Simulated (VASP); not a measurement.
VASP runs on SbW (space group P6/mmm) share one base input (PBE GGA, plane waves, VASP's PBE PAW potentials (set 64)) and change the settings named in each case.

### KPOINTS
```
Regular mesh
0
G
3 3 3
```

**POSCAR**
```
SbW
1
    5.7948600000     0.0000000000     0.0000000000
   -2.8974300000     5.0184960000     0.0000000000
    0.0000000000     0.0000000000     4.6759550000
W Sb
3 3
Direct
  0.5000000000   0.0000000000   0.0000000000
  0.5000000000   0.5000000000   0.0000000000
  0.0000000000   0.5000000000   0.0000000000
  0.0000000000   0.0000000000   0.0000000000
  0.3333330000   0.6666670000   0.5000000000
  0.6666670000   0.3333330000   0.5000000000
```

**INCAR**
```
# general
SYSTEM  = SbW
PREC    = Accurate
ENCUT   = 300
LREAL   = .FALSE.
LASPH   = .TRUE.

# electronic loop
EDIFF   = 1E-6
NELM    = 100
ALGO    = Normal
LMAXMIX = 6

# smearing
ISMEAR  = 0
SIGMA   = 0.272

# functional
GGA     = PE

# ions
ISIF    = 2

# output
LWAVE   = .FALSE.
LCHARG  = .FALSE.
```

POTCAR, in this order: W_sv Sb (PBE.64 set). Program: vasp_std.

| change | E(σ→0) (eV/atom) | pressure (GPa) | −TS (eV) |
|---|---|---|---|
| base run | -7.8921 | -6.51 | -0.2055 |
| GGA = PS | -8.5200 | -11.00 | -0.2075 |
| GGA_COMPAT = .FALSE., LNONCOLLINEAR = .TRUE., LSORBIT = .TRUE., MAGMOM = 0.0 0.0 0.0 0.0 0.0 0.0 0.0 0.0 0.0 0.0 0.0 0.0 0.0 0.0 0.0 0.0 0.0 0.0, program vasp_ncl | -8.3497 | -5.96 | -0.2114 |
| KPOINTS 2×2×2 Γ-centred mesh | -8.0198 | -7.39 | -0.1487 |
 Energies of different potentials or functionals have different zeros.  Unless said otherwise, spin-orbit coupling is left out, though it shifts the bands of the heavy elements here. At 300 eV the pressure can carry a Pulay error.

Left out are runs that ran out of time, are held back, or changed the cell or the kind of run, fixed moments of cells without a moment, rows past the twelfth, gaps on odd meshes, pressures of charged cells and columns that move by less than the noise.

The structure was generated: SbW was put into an ordered model structure, which need not be its known phase. The cell was not relaxed at this level.
